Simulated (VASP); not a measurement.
# Al2SiF2 (P1) in VASP: relaxation of cell and atoms with PBE

Aim: the relaxation of cell and atoms of Al2SiF2 with PBE.

Everything below comes from runs of VASP 6.6.1. Logs are shortened: lines on timing, memory, paths and dates and some standing lists are left out, and cuts for length are marked.

## (1) Starting point

The typed cell holds 10 atoms: a = 4.706 Å, b = 4.946 Å, c = 7.412 Å, α = 88.66°, β = 72.48°, γ = 86.33°.

The cell was built by a generator and needn't be a form met in nature.

## (2) Relaxation of cell and atoms, PBE

INCAR

```
PREC     = Normal         # precision mode
ENCUT    = 520            # plane-wave cutoff, eV
EDIFF    = 1E-5           # SCF threshold, eV
ISMEAR   = 0              # smearing method
SIGMA    = 0.15           # smearing width, eV
LREAL    = Auto         
LASPH    = True           # aspherical terms in the spheres
NELM     = 80             # most SCF steps
ALGO     = Fast           # electronic algorithm
ISIF     = 3              # what is computed and relaxed
LWAVE    = False          # write WAVECAR
LCHARG   = False          # write CHGCAR
GGA      = PE             # functional
IBRION   = 2              # ionic algorithm
NSW      = 110            # ionic steps
EDIFFG   = -0.03          # ionic threshold
ISYM     = 0            
KPAR     = 2
```

KPOINTS

```
regular mesh
0
Gamma
  5 5 4
```

POSCAR

```
Al2SiF2
1.0
    4.7051947600      0.0820243200     -0.0400072500
    0.2306372500      4.9409838900      0.0125136200
    2.2909842900      0.0492955500      7.0490968300
Al Si F
4 2 4
Direct
    0.8026915100      0.2354856600      0.8408855200
    0.4338509600      0.7660241900      0.6611662300
    0.1629882700      0.2500576300      0.1967742000
    0.5929107300      0.7404599900      0.3130613600
    0.0195867000      0.8876820200      0.9970654900
    0.4893072900      0.6127255100      0.9988277100
    0.6732070200      0.0933137900      0.6786381300
    0.1542641200      0.3957557200      0.6867579300
    0.3068679900      0.0799344000      0.3314674400
    0.8370211000      0.4473533500      0.3524577700
```

Potentials or basis: VASP PAW PBE potentials, release 64 (Al, Si, F).

Run with:

```console
> cat potpaw_PBE.64/Al/POTCAR potpaw_PBE.64/Si/POTCAR potpaw_PBE.64/F/POTCAR > POTCAR
> mpirun -np 2 vasp_std > vasp.out
```

OUTCAR:

```text
PREC = Normal
   ENCUT = 520
   EDIFF = 1E-5
   ISMEAR = 0
   LREAL = Auto
   LASPH = True
   NELM = 80
   ISIF = 3
   GGA = PE
   IBRION = 2
   NSW = 110
   EDIFFG = -0.03
   ISYM = 0

 ion  position               nearest neighbor table
   1  0.803  0.235  0.841-   7 1.69   8 1.91   5 2.39   6 2.40   3 3.35
   2  0.434  0.766  0.661-   7 2.06   8 2.29   4 2.46   6 2.68   5 2.71
   3  0.163  0.250  0.197-   9 1.57  10 1.85   6 2.57   5 2.60   1 3.35
   4  0.593  0.740  0.313-  10 1.86   9 2.06   2 2.46   6 2.62   5 2.71
   5  0.020  0.888  0.997-   1 2.39   6 2.52   3 2.60   4 2.71   2 2.71   6 2.91
   6  0.489  0.613  0.999-   1 2.40   5 2.52   3 2.57   4 2.62   2 2.68   5 2.91
   7  0.673  0.093  0.679-   1 1.69   2 2.06
   8  0.154  0.396  0.687-   1 1.91   2 2.29
   9  0.307  0.080  0.331-   3 1.57   4 2.06
  10  0.837  0.447  0.352-   3 1.85   4 1.86

IMPORTANT INFORMATION: All symmetrisations will be switched off!
NOSYMM: (Re-)initialisation of all symmetry stuff for point group C_1.

----------------------------------------------------------------------------------------

                                     Primitive cell

  volume of cell :     164.1980

  direct lattice vectors                    reciprocal lattice vectors
     4.705194760  0.082024320 -0.040007250     0.212115029 -0.009726770 -0.068870201
     0.230637250  4.940983890  0.012513620    -0.003533354  0.202554451 -0.000268144
     2.290984290  0.049295550  7.049096830     0.001210134 -0.000414781  0.141471748

  length of vectors
     4.706079717  4.946379679  7.412206499     0.223227463  0.202585444  0.141477531

  position of ions in fractional coordinates (direct lattice)
     0.802691510  0.235485660  0.840885520
     0.433850960  0.766024190  0.661166230
     0.162988270  0.250057630  0.196774200
     0.592910730  0.740459990  0.313061360
     0.019586700  0.887682020  0.997065490
     0.489307290  0.612725510  0.998827710
     0.673207020  0.093313790  0.678638130
     0.154264120  0.395755720  0.686757930
     0.306867990  0.079934400  0.331467440
     0.837021100  0.447353350  0.352457770

  ion indices of the primitive-cell ions
   primitive index   ion index
                 1           1
                 2           2
                 3           3
                 4           4
                 5           5
                 6           6
                 7           7
                 8           8
                 9           9
                10          10

----------------------------------------------------------------------------------------

 KPOINTS: regular mesh

Automatic generation of k-mesh.
 Grid dimensions read from file:
 generate k-points for:    5    5    4

 Generating k-lattice:

  Cartesian coordinates                     Fractional coordinates (reciprocal lattice)
     0.042423006 -0.001945354 -0.013774040     0.200000000 -0.000000000 -0.000000000
    -0.000706671  0.040510890 -0.000053629     0.000000000  0.200000000  0.000000000
     0.000302534 -0.000103695  0.035367937     0.000000000 -0.000000000  0.250000000

  Length of vectors
     0.044645493  0.040517089  0.035369383

  Shift w.r.t. Gamma in fractional coordinates (k-lattice)
     0.000000000  0.000000000  0.000000000

 Subroutine IBZKPT returns following result:
 ===========================================

 Found     51 irreducible k-points:

 Following reciprocal coordinates:
            Coordinates               Weight
  0.000000  0.000000  0.000000      1.000000
  0.200000 -0.000000 -0.000000      2.000000
  0.400000 -0.000000 -0.000000      2.000000
  0.000000  0.200000 -0.000000      2.000000
  0.200000  0.200000 -0.000000      2.000000
  0.400000  0.200000 -0.000000      2.000000
[... 16 lines left out ...]
 -0.200000  0.200000  0.250000      2.000000
  0.000000  0.400000  0.250000      2.000000
 [... further k-points ...]
   k-points           NKPTS =     51   k-points in BZ     NKDIM =     51   number of bands    NBANDS=     30
   number of dos      NEDOS =    301   number of ions     NIONS =     10
   total plane-waves  NPLWV =  32928
   dimension x,y,z NGX =    28 NGY =   28 NGZ =   42
   dimension x,y,z NGXF=    56 NGYF=   56 NGZF=   84
   ions per type =               4   2   4
   NGX,Y,Z   is equivalent  to a cutoff of   9.89,  9.41,  9.42 a.u.
   NGXF,Y,Z  is equivalent  to a cutoff of  19.78, 18.82, 18.84 a.u.
 SYSTEM =  unknown system
   PREC   = normal    normal or accurate (medium, high low for compatibility)
   ISTART =      0    job   : 0-new  1-cont  2-samecut
   ICHARG =      2    charge: 1-file 2-atom 10-const
   ISPIN  =      1    spin polarized calculation?
   LNONCOLLINEAR =      F non collinear calculations
   LSORBIT =      F    spin-orbit coupling
   LASPH  =      T    aspherical Exc in radial PAW
   ENCUT  =  520.0 eV  38.22 Ry    6.18 a.u.   8.75  9.20 13.78*2*pi/ulx,y,z
   NELM   =     80;   NELMIN=  2; NELMDL= -5     # of ELM steps
   EDIFF  = 0.1E-04   stopping-criterion for ELM
   LREAL  =      T    real-space projection
   EDIFFG = -.3E-01   stopping-criterion for IOM
   NSW    =    110    number of steps for IOM
   IBRION =      2    ionic relax: 0-MD 1-quasi-New 2-CG
   NFREE  =      1    steps in history (QN), initial steepest desc. (CG)
   ISIF   =      3    stress and relaxation
   ISYM   =      0    0-nonsym 1-usesym 2-fastsym
   POTIM  = 0.5000    time-step for ionic-motion
   TEBEG  =    0.0;   TEEND  =   0.0 temperature during run
   PSTRESS=    0.0 pullay stress
   NELECT =      48.0000    total number of electrons
   NUPDOWN=      -1.0000    fix difference up-down
   EMIN   =  10.00;   EMAX   =-10.00  energy-range for DOS
   EFERMI =   0.00;   METHOD = LEGACY
   ISMEAR =     0;   SIGMA  =   0.15  broadening in eV -4-tet -1-fermi 0-gaus
   EFERMI_NEDOS =   21; number of points for ismear=-14 and -15
   IALGO  =     68    algorithm
   IMIX   =      4    mixing-type and parameters
     AMIX     =   0.40;   BMIX     =  1.00
     AMIX_MAG =   1.60;   BMIX_MAG =  1.00
  volume/ion in A,a.u.               =      16.42       110.81
  Fermi-wavevector in a.u.,A,eV,Ry     =   1.086507  2.053201 16.061652  1.180498
  Thomas-Fermi vector in A             =   2.222646
   LORBIT       =      0    0 simple, 1 ext, 2 COOP (PROOUT), +10 PAW based schemes
   GGA     = PE    functional components
   LHFCALC =     F    Hartree Fock is set to
   AEXX    =    0.0000 exact exchange contribution
   IVDW    =     0    specifies the selected vdW correction
   LEPSILON=     F    determine dielectric tensor
   LRPA    =     F    only Hartree local field effects (RPA)
 conjugate gradient relaxation of ions
 non-spin polarized calculation
 RMM-DIIS sequential band-by-band and
 Gauss-broadening in eV      SIGMA  =   0.15
  energy-cutoff  :      520.00
  volume of cell :      164.20
 maximum number of plane-waves:      4436
   NGX = 17   NGY = 19   NGZ = 27

--------------------------------------- Ionic step        1  -------------------------------------------

 number of electron      48.0000016 magnetization

 Free energy of the ion-electron system (eV)
  ---------------------------------------------------
  ext. energy  EPLUGINS =         0.00000000
  ---------------------------------------------------
  free energy    TOTEN  =       -46.70026280 eV

  energy without entropy =      -46.67624530  energy(sigma->0) =      -46.68825405

------------------------ aborting loop because EDIFF is reached ----------------------------------------

  FORCE on cell =-STRESS in cart. coord.  units (eV):
  Direction    XX          YY          ZZ          XY          YZ          ZX
  --------------------------------------------------------------------------------------
  -------------------------------------------------------------------------------------
  Total        3.0716432      3.2687967      2.0729343     -5.9087828     -1.4515984      5.9912493
  in kB       29.9718512     31.8955954     20.2268544    -57.6555110    -14.1641097     58.4601861
  external PRESSURE =      27.3647670 kB  Pullay stress =       0.0000000 kB
[... 113 lines left out ...]
  FREE ENERGIE OF THE ION-ELECTRON SYSTEM (eV)
  ---------------------------------------------------
  free  energy   TOTEN  =       -47.5759018060 eV

  energy  without entropy=      -47.5631880345  energy(sigma->0) =      -47.56954492

[... ionic steps 4 to 65 ...]

--------------------------------------- Ionic step       66  -------------------------------------------

 number of electron      48.0000019 magnetization

------------------------ aborting loop because EDIFF is reached ----------------------------------------

  FORCE on cell =-STRESS in cart. coord.  units (eV):
  Direction    XX          YY          ZZ          XY          YZ          ZX
  --------------------------------------------------------------------------------------
  -------------------------------------------------------------------------------------
  Total        0.0020602      0.0233271     -0.0190578     -0.0576127      0.0155106      0.0594773
  in kB        0.0194685      0.2204393     -0.1800952     -0.5444361      0.1465738      0.5620561
  external PRESSURE =       0.0199375 kB  Pullay stress =       0.0000000 kB
[... 73 lines left out ...]
  energy  without entropy=      -48.1896103958  energy(sigma->0) =      -48.20209342

--------------------------------------- Ionic step       68  -------------------------------------------

 number of electron      48.0000026 magnetization

 Free energy of the ion-electron system (eV)
  ---------------------------------------------------
  ext. energy  EPLUGINS =         0.00000000
  ---------------------------------------------------
  free energy    TOTEN  =       -48.21484510 eV

  energy without entropy =      -48.18984785  energy(sigma->0) =      -48.20234647

 E-fermi :   4.5748     XC(G=0):  -8.9838

 val. band max:        4.5745898429   @ k =   0.4000  -0.0000   0.2500
 cond. band min:       4.5804256633   @ k =  -0.2000   0.2000   0.5000
 fundamental gap:      0.0058358205
 Fermi energy:         4.5748175797

 k-point     1 :       0.0000    0.0000    0.0000
  band No.  band energies     occupation
      1     -21.7307      2.00000
      2     -21.3888      2.00000
      3     -21.1794      2.00000
      4     -19.8427      2.00000
      5      -5.6832      2.00000
      6      -5.2009      2.00000
[... 781 lines left out ...]
     29       8.0206      0.00000
     30       8.2733      0.00000

 [... further k-points ...]
[... 5 lines left out ...]
  --------------------------------------------------------------------------------------
  -------------------------------------------------------------------------------------
  Total       -0.0714387     -0.0032683     -0.1212381      0.0680280     -0.0116531      0.0340658
  in kB       -0.6739800     -0.0308342     -1.1438067      0.6418018     -0.1099393      0.3213894
  external PRESSURE =      -0.6162070 kB  Pullay stress =       0.0000000 kB
[... 25 lines left out ...]
  FREE ENERGIE OF THE ION-ELECTRON SYSTEM (eV)
  ---------------------------------------------------
  free  energy   TOTEN  =       -48.2148450981 eV

  energy  without entropy=      -48.1898478480  energy(sigma->0) =      -48.20234647

 reached required accuracy - stopping structural energy minimisation
```

Run time: 24 min. Hardware: 2 MPI ranks of Intel Xeon Platinum 8488C (Sapphire Rapids), shared host; peak memory 0.27 GiB.

Results:

| Quantity | Value |
| --- | --- |
| Free energy | -48.2148 eV |
| Relaxed volume | 16.98 Å³/atom |
| Relaxed cell | a = 5.033 Å, b = 5.215 Å, c = 7.230 Å, α = 82.21°, β = 66.47°, γ = 77.87° |
| Space group after relaxing (to 0.05 Å) | P1 (No. 1) |
| Energy gained by relaxing | 151.5 meV/atom |
| Ionic steps | 68 |
| Pressure after relaxing | -0.1 GPa |
| Largest force after relaxing | 0.030 eV/Å |
| Band gap on the k mesh | none (metal or under the smearing width) |

Forces on the atoms (eV/Å):
```
Al   0.009  0.005  0.010
Al  -0.008 -0.016  0.000
Al  -0.004  0.018  0.008
Al  -0.009  0.006  0.000
Si   0.000 -0.008 -0.007
Si  -0.008  0.010 -0.010
F    0.009  0.012  0.026
F    0.010  0.011 -0.016
F    0.007 -0.023  0.012
F   -0.006 -0.016 -0.023
```

The path:
```tsv
step	energy change (eV)	largest force (eV/Å)	pressure (GPa)	volume (Å³)
1	0.0000	5.9398	2.74	164.20
3	-0.8756	1.1937	-2.21	167.37
5	-1.0792	0.8340	0.34	162.68
7	-1.1567	0.4669	0.72	162.26
9	-1.2087	0.2945	-0.75	165.86
11	-1.2306	0.3401	0.17	164.44
13	-1.2414	0.1860	0.28	164.09
15	-1.2465	0.1121	-0.18	164.92
17	-1.2497	0.1124	-0.05	164.73
19	-1.2515	0.0768	-0.01	164.47
21	-1.2526	0.0611	0.05	164.30
23	-1.2543	0.1121	0.15	164.51
25	-1.2560	0.1055	-0.09	165.02
27	-1.2573	0.1285	-0.25	165.88
29	-1.2631	0.1771	-0.29	166.61
31	-1.2677	0.2465	-0.22	167.66
33	-1.2766	0.2965	-0.08	168.43
35	-1.2778	0.3844	-0.01	168.65
37	-1.3048	0.4258	-0.03	169.37
39	-1.3254	0.7821	0.04	170.57
41	-1.3507	0.6705	-0.11	171.16
43	-1.3988	0.5985	-0.21	170.90
45	-1.4127	0.3719	-0.26	170.75
47	-1.4339	0.4479	-0.30	170.06
49	-1.4553	0.2360	0.59	168.71
51	-1.4808	0.1981	-0.27	170.39
53	-1.4965	0.1981	-0.03	170.17
55	-1.5028	0.2052	-0.17	170.00
57	-1.5062	0.1241	0.11	169.46
59	-1.5094	0.1467	-0.05	169.69
61	-1.5110	0.1023	-0.10	169.66
63	-1.5124	0.0947	0.13	169.32
65	-1.5137	0.0517	0.06	169.41
67	-1.5143	0.0601	-0.01	169.73
68	-1.5146	0.0296	-0.06	169.82
```

Final structure:
```
CELL_PARAMETERS angstrom
5.01046 0.45356 0.12887
0.62783 5.17453 0.17225
2.68661 0.43878 6.69792
ATOMIC_POSITIONS crystal
Al 0.85175 0.26301 0.80699
Al 0.49217 0.82061 0.69399
Al 0.15272 0.24049 0.17239
Al 0.59466 0.73960 0.31252
Si 0.02794 0.91331 0.02565
Si 0.45414 0.58652 0.04408
F 0.69372 0.08383 0.68927
F 0.11102 0.42001 0.62312
F 0.29215 0.04531 0.34774
F 0.80242 0.39612 0.34135
```

Levels at points of the mesh, in eV from the Fermi level:
| k point | band 20 | band 21 | band 22 | band 23 | band 24 | band 25 | band 26 | band 27 | band 28 | band 29 |
| --- | --- | --- | --- | --- | --- | --- | --- | --- | --- | --- |
| (0.00, 0.00, 0.00) | -3.94 | -3.11 | -2.62 | -1.56 | -1.52 | 1.39 | 1.52 | 2.50 | 2.82 | 3.24 |
| (0.00, 0.00, 0.50) | -3.98 | -2.88 | -1.65 | -1.54 | -0.98 | 0.56 | 1.40 | 1.58 | 2.57 | 2.86 |
